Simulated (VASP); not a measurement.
# GaP (F-43m) in VASP: Born charges and dielectric tensor with LDA

Aim: the Born charges and dielectric tensor of GaP with LDA.

Everything below comes from runs of VASP 6.6.1. Logs are shortened: lines on timing, memory, paths and dates and some standing lists are left out, and cuts for length are marked.

**The experiment to reproduce.**

“Stacking defects in GaP nanowires: Electronic structure and optical properties”, 2018, arxiv:1810.01194 quotes, for a bulk crystal of GaP at 10 K: band gap 2.34 eV (indirect).

How close the calculation comes is told below.

### 1 Starting point

It takes space group F-43m (No. 216, cubic). Conventional cell: a = 5.452 Å, b = 5.452 Å, c = 5.452 Å, α = 90.00°, β = 90.00°, γ = 90.00°. Ga (site symmetry -43m) has 4 P at 2.36 Å as nearest neighbours. Around P (site symmetry -43m) lie 4 Ga at 2.36 Å.

The cell is a database's computed one.

### 2 Born charges and dielectric tensor, LDA

Contents of INCAR:

```
PREC = Accurate
ENCUT = 600
EDIFF = 1E-8
ISMEAR = 0
SIGMA = 0.02
LREAL = F
LASPH = T
NELM = 80
ALGO = Normal
ISIF = 2
LWAVE = F
LCHARG = F
LEPSILON = T
IBRION = 8
NSW = 1
```

Contents of KPOINTS:

```
Automatic mesh
0
Gamma
  8 8 8
```

Contents of POSCAR:

```
GaP
1.0
    0.0000000000      2.7258124900      2.7258124900
    2.7258124900      0.0000000000      2.7258124900
    2.7258124900      2.7258124900      0.0000000000
Ga P
1 1
Direct
    0.0000000000      0.0000000000      0.0000000000
    0.7500000000      0.7500000000      0.7500000000
```

Potentials or basis: VASP PAW LDA potentials, release 64 (Ga_d, P).

Run with:

```bash
> cat potpaw_LDA.64/Ga_d/POTCAR potpaw_LDA.64/P/POTCAR > POTCAR
> mpirun -np 1 vasp_std > vasp.out
```

OUTCAR:

```text
PREC = Accurate
   ENCUT = 600
   EDIFF = 1E-8
   ISMEAR = 0
   LREAL = F
   LASPH = T
   NELM = 80
   ISIF = 2
   LEPSILON = T
   IBRION = 8
   NSW = 1

 ion  position               nearest neighbor table
   1  0.000  0.000  0.000-   2 2.36   2 2.36   2 2.36   2 2.36
   2  0.750  0.750  0.750-   1 2.36   1 2.36   1 2.36   1 2.36

  LATTYP: Found a face centered cubic cell.
 ALAT       =     5.4516249800

  Lattice vectors:

 A1 = (   0.0000000000,   2.7258124900,   2.7258124900)
 A2 = (   2.7258124900,   0.0000000000,   2.7258124900)
 A3 = (   2.7258124900,   2.7258124900,   0.0000000000)

Analysis of symmetry for initial positions (statically):
=====================================================================
 Subroutine PRICEL returns:
 Original cell was already a primitive cell.

 Routine SETGRP: Setting up the symmetry group for a
 face centered cubic supercell.

 Subroutine GETGRP returns: Found 24 space group operations
 (whereof 24 operations were pure point group operations)
 out of a pool of 48 trial point group operations.

The static configuration has the point symmetry T_d .

Analysis of symmetry for dynamics (positions and initial velocities):
=====================================================================
 Subroutine PRICEL returns:
 Original cell was already a primitive cell.

 Routine SETGRP: Setting up the symmetry group for a
 face centered cubic supercell.

 Subroutine GETGRP returns: Found 24 space group operations
 (whereof 24 operations were pure point group operations)
 out of a pool of 48 trial point group operations.

The dynamic configuration has the point symmetry T_d .

 Subroutine INISYM returns: Found 24 space group operations
 (whereof 24 operations are pure point group operations),
 and found     1 'primitive' translations

----------------------------------------------------------------------------------------

[... 615 lines left out ...]
     0.00000  0.00784  6.41430
     0.00000  6.41430  0.00784

 MACROSCOPIC STATIC DIELECTRIC TENSOR (including local field effects in DFT)
 ------------------------------------------------------
          11.919904    -0.000000     0.000000
           0.000000    11.919904    -0.000000
          -0.000000     0.000000    11.919904
 ------------------------------------------------------

 PIEZOELECTRIC TENSOR (including local field effects)  for field in x, y, z        (e  Angst)
          XX          YY          ZZ          XY          YZ          ZX
  --------------------------------------------------------------------------------
  x    -0.00000    -0.00000    -0.00000     0.00000     2.05209    -0.00000
  y    -0.00000     0.00000     0.00000     0.00000     0.00000     2.05209
  z    -0.00000    -0.00000     0.00000     2.05209     0.00000     0.00000

 PIEZOELECTRIC TENSOR (including local field effects)  for field in x, y, z        (C/m^2)
          XX          YY          ZZ          XY          YZ          ZX
  --------------------------------------------------------------------------------
  x    -0.00000    -0.00000    -0.00000     0.00000     0.81169    -0.00000
  y    -0.00000     0.00000     0.00000     0.00000     0.00000     0.81169
  z    -0.00000    -0.00000     0.00000     0.81169     0.00000     0.00000

 BORN EFFECTIVE CHARGES (including local field effects) (in |e|, cummulative output)
 ---------------------------------------------------------------------------------
 ion    1
    1     2.18054     0.00000     0.00000
    2     0.00000     2.18054     0.00000
    3    -0.00000    -0.00000     2.18054
 ion    2
    1    -2.18054     0.00000    -0.00000
    2     0.00000    -2.18054     0.00000
    3     0.00000     0.00000    -2.18054

 INTERNAL STRAIN TENSOR FOR ION    2 for displacements in x,y,z  (eV/Angst):
          X           Y           Z          XY          YZ          ZX
  --------------------------------------------------------------------------------
  x    -0.00000     0.00000     0.00000     0.00000     6.41430     0.00000
  y    -0.00000     0.00000    -0.00000     0.00000     0.00000     6.41430
  z     0.00000     0.00000    -0.00000     6.41430     0.00000     0.00000

 SECOND DERIVATIVES (NOT SYMMETRIZED)
 ------------------------------------
               1X          1Y          1Z          2X          2Y          2Z
  1X    -9.690466    0.000000    0.000000    9.690466    0.000000    0.000000
  1Y     0.000000   -9.690466    0.000000    0.000000    9.690466    0.000000
  1Z     0.000000    0.000000   -9.690466    0.000000    0.000000    9.690466
  2X     9.676755    0.000000    0.000000   -9.676755    0.000000    0.000000
  2Y     0.000000    9.676755    0.000000    0.000000   -9.676755    0.000000
  2Z     0.000000    0.000000    9.676755    0.000000    0.000000   -9.676755

 Eigenvectors and eigenvalues of the dynamical matrix
 ----------------------------------------------------

   1 f  =   10.503447 THz    65.995101 2PiTHz  350.357263 cm-1    43.438745 meV
             X         Y         Z           dx          dy          dz
      0.000000  0.000000  0.000000     0.000000    0.554885   -0.000000
      4.088719  4.088719  4.088719     0.000000   -0.831927   -0.000000
[... 21 lines left out ...]
   6 f/i=    0.003433 THz     0.021568 2PiTHz    0.114502 cm-1     0.014196 meV
             X         Y         Z           dx          dy          dz
      0.000000  0.000000  0.000000     0.500814   -0.070234    0.660571
      4.088719  4.088719  4.088719     0.334037   -0.046845    0.440593

--------------------------------------------------------------------------------------------------------

 MACROSCOPIC STATIC DIELECTRIC TENSOR IONIC CONTRIBUTION
 ------------------------------------------------------
           2.193497    -0.000000    -0.000000
           0.000000     2.193497     0.000000
          -0.000000     0.000000     2.193497
 ------------------------------------------------------

 ELASTIC MODULI CONTR FROM IONIC RELAXATION (kBar)
 Direction    XX          YY          ZZ          XY          YZ          ZX
 --------------------------------------------------------------------------------
 XX          -0.0000      0.0000      0.0000     -0.0000      0.0000      0.0000
 YY           0.0000     -0.0000      0.0000     -0.0000     -0.0000     -0.0000
 ZZ           0.0000      0.0000     -0.0000      0.0000     -0.0000      0.0000
 XY          -0.0000     -0.0000      0.0000   -166.2262      0.0000     -0.0000
 YZ           0.0000     -0.0000     -0.0000      0.0000   -166.2262     -0.0000
 ZX           0.0000     -0.0000      0.0000     -0.0000      0.0000   -166.2262
 --------------------------------------------------------------------------------

 PIEZOELECTRIC TENSOR IONIC CONTR  for field in x, y, z        (C/m^2)
          XX          YY          ZZ          XY          YZ          ZX
  --------------------------------------------------------------------------------
  x     0.00000    -0.00000    -0.00000     0.00000    -0.56819    -0.00000
  y     0.00000    -0.00000     0.00000    -0.00000     0.00000    -0.56819
  z    -0.00000    -0.00000     0.00000    -0.56819     0.00000    -0.00000
```

stdout:

```text
POSCAR found type information on POSCAR GaP
 POSCAR found :  2 types and       2 ions
 scaLAPACK will be used
 LDA part: xc-table for (Slater(with rela. corr.)+CA(PZ))
 , standard interpolation
 POSCAR, INCAR and KPOINTS ok, starting setup
 FFT: planning ... GRIDC
 FFT: planning ... GRID_SOFT
 FFT: planning ... GRID
[... 24 lines left out ...]
 Linear response to external field, progress :
  Direction:   3
 dielectric tensor                  component  3 :     2.951     2.514    11.920
 Linear response DOF=           2
 Linear response progress:
 first order change of Fermi-energy  -0.60172E-02
 force on displaced ion       1 direction 1 :  -9.690   0.000   0.000
 Born effective charge ion    1 direction 1 :   2.103   0.000   0.000
 Linear response progress:
 first order change of Fermi-energy   0.58653E-02
 force on displaced ion       2 direction 1 :  -9.677   0.000   0.000
 Born effective charge ion    2 direction 1 :  -2.251   0.000   0.000
 Born effective charges drift removed
 Linear response finished
```

It took 12 min on 1 thread of Intel Xeon Platinum 8175M at 2.50GHz (Skylake/Cascade Lake), shared host; peak memory 0.3 GiB.

Results:

- Band gap on the k mesh: 1.49 eV, indirect (least direct gap 1.63 eV)
- Electronic dielectric tensor (diagonal): 11.92
- Born charges (mean of the diagonal): Ga +2.18; P -2.18 e
- Highest phonon frequency at Γ, LO-TO splitting left out: 350 cm⁻¹

Phonon frequencies in cm⁻¹ (negative: imaginary):
| q point | frequencies |
| --- | --- |
| (0.000, 0.000, 0.000) | 0 0 0 350 350 350 |

Electronic dielectric tensor:
```
11.92  0.00  0.00
 0.00 11.92  0.00
 0.00  0.00 11.92
```

Born effective charge tensors (e):
atom 1, Ga
```
2.18 0.00 0.00
0.00 2.18 0.00
0.00 0.00 2.18
```
atom 2, P
```
-2.18  0.00  0.00
 0.00 -2.18  0.00
 0.00  0.00 -2.18
```

### 3 How close it comes

Step 2. Against the measured gap of GaP, 2.34 eV (indirect; 10 K; quoted in “Stacking defects in GaP nanowires: Electronic structure and optical properties”, 2018, arxiv:1810.01194), the calculated 1.49 eV is off by -0.85 eV. Spin-orbit coupling on Ga is left out. The value is that of LDA on a finite k mesh, which can miss the band edges, without temperature or zero-point motion. Semilocal functionals fall short of measured gaps as a rule. The cell is a database's relaxed one, not the measured one, which moves gaps too.
